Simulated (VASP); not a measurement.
VASP runs on SnGe share one base input (PBE GGA, plane waves, VASP's PBE PAW potentials (set 64)) and change the settings named in each case.

File POSCAR:
```
SnGe
1.0
  4.3661660000   0.0000000000   0.0000000000
  0.0000000000   5.1578330000   0.0000000000
  0.0000000000   0.0000000000  17.2125260000
Sn Ge
2 2
Cart
  3.2746245000   4.4991777259  10.2125187138
  1.0915415000   1.9202612259   7.0000072862
  1.0915415000   2.5907795159   9.8558579625
  3.2746245000   0.0118630159   7.3566680375
```

**INCAR**
```
ALGO  =  Normal
EDIFF  =  1E-6
ENCUT  =  300
GGA  =  PE
ISIF  =  2
ISMEAR  =  -1
LASPH  =  .TRUE.
LCHARG  =  .FALSE.
LMAXMIX  =  4
LREAL  =  .FALSE.
LWAVE  =  .FALSE.
NELM  =  100
PREC  =  Accurate
SIGMA  =  0.1
SYSTEM  =  SnGe
```

### KPOINTS
```
Automatic mesh
0
Gamma
3 3 1
0 0 0
```

POTCAR, in this order: Sn_d Ge_d (PBE.64 set). Program: vasp_std.

| change | E(σ→0) (eV/atom) | −TS (eV) |
|---|---|---|
| base run | -3.3884 | -0.1594 |
| GGA = PS | -3.6571 | -0.1577 |
| GGA_COMPAT = .FALSE., LNONCOLLINEAR = .TRUE., LSORBIT = .TRUE., MAGMOM = 0.0 0.0 0.0 0.0 0.0 0.0 0.0 0.0 0.0 0.0 0.0 0.0, program vasp_ncl | -3.4239 | -0.1659 |
| KPOINTS 3×2×1 Γ-centred mesh | -3.3617 | -0.2268 |
 Energies of different potentials or functionals have different zeros.  The cell holds a wide vacuum, so values per volume refer to the whole cell. Unless said otherwise, spin-orbit coupling is left out, though it shifts the bands of the heavy elements here.

Left out are runs that ran out of time, are held back, or changed the cell or the kind of run, fixed moments of cells without a moment, rows past the twelfth, gaps on odd meshes, pressures of charged cells and columns that move by less than the noise.

The cell is a sheet or thin cut with vacuum, built from a generated structure.
